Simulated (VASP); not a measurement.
Level of theory: r2SCAN meta-GGA with spin-orbit coupling, VASP's PBE PAW potentials (set 64) (plane waves; VASP).

VASP ran on this input.

### KPOINTS_OPT
```
k-points along high-symmetry lines
8
Line-mode
Reciprocal
  0.000000   0.000000   0.000000 ! GAMMA
  0.500000   0.000000   0.500000 ! X

  0.500000   0.000000   0.500000 ! X
  0.625000   0.250000   0.625000 ! U

  0.375000   0.375000   0.750000 ! K
  0.000000   0.000000   0.000000 ! GAMMA

  0.000000   0.000000   0.000000 ! GAMMA
  0.500000   0.500000   0.500000 ! L

  0.500000   0.500000   0.500000 ! L
  0.500000   0.250000   0.750000 ! W

  0.500000   0.250000   0.750000 ! W
  0.500000   0.000000   0.500000 ! X
```

**INCAR**
```
SYSTEM  =  Ir
PREC  =  Accurate; ENCUT  =  400; LREAL  =  .False.
LASPH  =  .True.
EDIFF  =  1E-6; NELM  =  100; ALGO  =  Normal
LMAXMIX  =  6; LMIXTAU  =  .True.
ISMEAR  =  0; SIGMA  =  0.05
METAGGA  =  R2SCAN; GGA_COMPAT  =  .False.
MAGMOM  =  3*0; LSORBIT  =  .True.
LWAVE  =  .False.; LCHARG  =  .False.
```

### KPOINTS
```
Automatic mesh
0
Gamma
15 15 15
0 0 0
```

**POSCAR**
```
Ir
1
   -0.0000000000     1.9261635174     1.9261635174
    1.9261635174     0.0000000000     1.9261635174
    1.9261635174     1.9261635174     0.0000000000
Ir
1
Direct
  0.0000000000   0.0000000000   0.0000000000
```

POTCAR, in this order: Ir (PBE.64 set). Program: vasp_ncl.

What VASP printed:

File OUTCAR:
```
 ion  position               nearest neighbor table
   1  0.000  0.000  0.000-
  LATTYP: Found a face centered cubic cell.
 ALAT       =     3.8523270348
 Subroutine PRICEL returns:
 Original cell was already a primitive cell.
 Subroutine GETGRP returns: Found 48 space group operations
The static configuration has the point symmetry O_h .
The dynamic configuration has the point symmetry O_h .
The overall configuration has the point symmetry O_h .
 Subroutine INISYM returns: Found 48 space group operations
 Subroutine IBZKPT returns following result:
 Found    120 irreducible k-points:

 Following reciprocal coordinates:
            Coordinates               Weight
  0.000000  0.000000  0.000000      1.000000
  0.066667  0.000000  0.000000      8.000000
  0.133333  0.000000  0.000000      8.000000
  0.200000  0.000000  0.000000      8.000000
  0.266667  0.000000  0.000000      8.000000
  0.333333  0.000000  0.000000      8.000000
  0.400000  0.000000  0.000000      8.000000
  0.466667  0.000000  0.000000      8.000000
  0.066667  0.066667  0.000000      6.000000
  0.133333  0.066667  0.000000     24.000000
  0.200000  0.066667  0.000000     24.000000
  0.266667  0.066667  0.000000     24.000000
  0.333333  0.066667  0.000000     24.000000
  0.400000  0.066667  0.000000     24.000000
  0.466667  0.066667  0.000000     24.000000
 -0.466667  0.066667  0.000000     24.000000
 -0.400000  0.066667  0.000000     24.000000
 -0.333333  0.066667  0.000000     24.000000
 -0.266667  0.066667  0.000000     24.000000
 -0.200000  0.066667  0.000000     24.000000
 -0.133333  0.066667  0.000000     24.000000
 -0.066667  0.066667  0.000000     12.000000
  0.133333  0.133333  0.000000      6.000000
  0.200000  0.133333  0.000000     24.000000
  0.266667  0.133333  0.000000     24.000000
  0.333333  0.133333  0.000000     24.000000
  0.400000  0.133333  0.000000     24.000000
  0.466667  0.133333  0.000000     24.000000
 -0.466667  0.133333  0.000000     24.000000
 -0.400000  0.133333  0.000000     24.000000
 -0.333333  0.133333  0.000000     24.000000
 -0.266667  0.133333  0.000000     24.000000
 -0.200000  0.133333  0.000000     24.000000
 -0.133333  0.133333  0.000000     12.000000
  0.200000  0.200000  0.000000      6.000000
  0.266667  0.200000  0.000000     24.000000
  0.333333  0.200000  0.000000     24.000000
  0.400000  0.200000  0.000000     24.000000
  0.466667  0.200000  0.000000     24.000000
 -0.466667  0.200000  0.000000     24.000000
   k-points           NKPTS =    120   k-points in BZ     NKDIM =    120   number of bands    NBANDS=     16
   number of dos      NEDOS =    301   number of ions     NIONS =      1
   total plane-waves  NPLWV =   5832
   dimension x,y,z NGX =    18 NGY =   18 NGZ =   18
   dimension x,y,z NGXF=    36 NGYF=   36 NGZF=   36
   ions per type =               1
   PREC   = accura    normal or accurate (medium, high low for compatibility)
   ISTART =      0    job   : 0-new  1-cont  2-samecut
   ICHARG =      2    charge: 1-file 2-atom 10-const
   ISPIN  =      1    spin polarized calculation?
   LNONCOLLINEAR =      T non collinear calculations
   LSORBIT =      T    spin-orbit coupling
   INIWAV =      1    electr: 0-lowe 1-rand  2-diag
   ENCUT  =  400.0 eV  29.40 Ry    5.42 a.u.   4.44  4.44  4.44*2*pi/ulx,y,z
   NELM   =    100;   NELMIN=  2; NELMDL= -5     # of ELM steps
   EDIFF  = 0.1E-05   stopping-criterion for ELM
   LREAL  =      F    real-space projection
   NLSPLINE    = F    spline interpolate recip. space projectors
   LMAXMIX     =    6 max onsite mixed and CHGCAR
...
```

**OSZICAR**
```
       N       E                     dE             d eps       ncg     rms          rms(c)
DAV:   1     0.172332832994E+02    0.17233E+02   -0.36588E+03  3936   0.930E+02
DAV:   2    -0.535003802832E+02   -0.70734E+02   -0.63687E+02  3840   0.286E+02
DAV:   3    -0.550592643326E+02   -0.15589E+01   -0.15437E+01  5424   0.497E+01
DAV:   4    -0.550784888327E+02   -0.19225E-01   -0.19220E-01  4528   0.479E+00
DAV:   5    -0.550790257856E+02   -0.53695E-03   -0.53695E-03  5192   0.800E-01    0.174E+01
DAV:   6    -0.522962358517E+02    0.27828E+01   -0.12941E+00  4976   0.200E+01    0.739E+00
DAV:   7    -0.526174600354E+02   -0.32122E+00   -0.14826E-01  3880   0.550E+00    0.504E+00
DAV:   8    -0.527407805150E+02   -0.12332E+00   -0.11692E-02  4552   0.154E+00    0.189E+00
DAV:   9    -0.527473315211E+02   -0.65510E-02   -0.82699E-03  4368   0.133E+00    0.329E-01
DAV:  10    -0.527498906655E+02   -0.25591E-02   -0.11266E-03  4848   0.570E-01    0.108E-01
DAV:  11    -0.527499224519E+02   -0.31786E-04   -0.11788E-04  4888   0.147E-01    0.252E-02
DAV:  12    -0.527499116514E+02    0.10801E-04   -0.12068E-05  4312   0.442E-02    0.542E-02
DAV:  13    -0.527499142568E+02   -0.26054E-05   -0.23202E-05  4768   0.886E-02    0.112E-02
DAV:  14    -0.527499289028E+02   -0.14646E-04   -0.32452E-06  4032   0.228E-02    0.628E-03
DAV:  15    -0.527499285971E+02    0.30565E-06   -0.16923E-07  2480   0.674E-03
   1 F= -.52749929E+02 E0= -.52749093E+02  d E =-.167036E-02  mag=    -0.0000     0.0000    -0.0000
       N       E                     dE             ncg
```

**OUTCAR**
```
------------------------ aborting loop because EDIFF is reached ----------------------------------------
  FORCE on cell =-STRESS in cart. coord.  units (eV):
  Direction    XX          YY          ZZ          XY          YZ          ZX
  --------------------------------------------------------------------------------------
  Total        0.0990305      0.0990305      0.0990305      0.0000000      0.0000000      0.0000000
  in kB       11.1012012     11.1012012     11.1012012      0.0000000      0.0000000      0.0000000
  external PRESSURE =      11.1012012 kB  Pullay stress =       0.0000000 kB
  volume of cell :       14.29
      direct lattice vectors                 reciprocal lattice vectors
     0.000000000  1.926163517  1.926163517    -0.259583361  0.259583361  0.259583361
     1.926163517  0.000000000  1.926163517     0.259583361 -0.259583361  0.259583361
     1.926163517  1.926163517  0.000000000     0.259583361  0.259583361 -0.259583361
 POSITION                                       TOTAL-FORCE (eV/Angst)
 -----------------------------------------------------------------------------------
      0.00000      0.00000      0.00000         0.000000      0.000000      0.000000
 -----------------------------------------------------------------------------------
    total drift:                                0.000000      0.000000      0.000000
  FREE ENERGIE OF THE ION-ELECTRON SYSTEM (eV)
  ---------------------------------------------------
  free  energy   TOTEN  =       -52.7499285971 eV

  energy  without entropy=      -52.7482582325  energy(sigma->0) =      -52.74909341

 Ion:    1  E_soc:     -0.7587212
```
(Selected blocks of OUTCAR.)

The compound is Ir in the fcc structure. It was relaxed first.
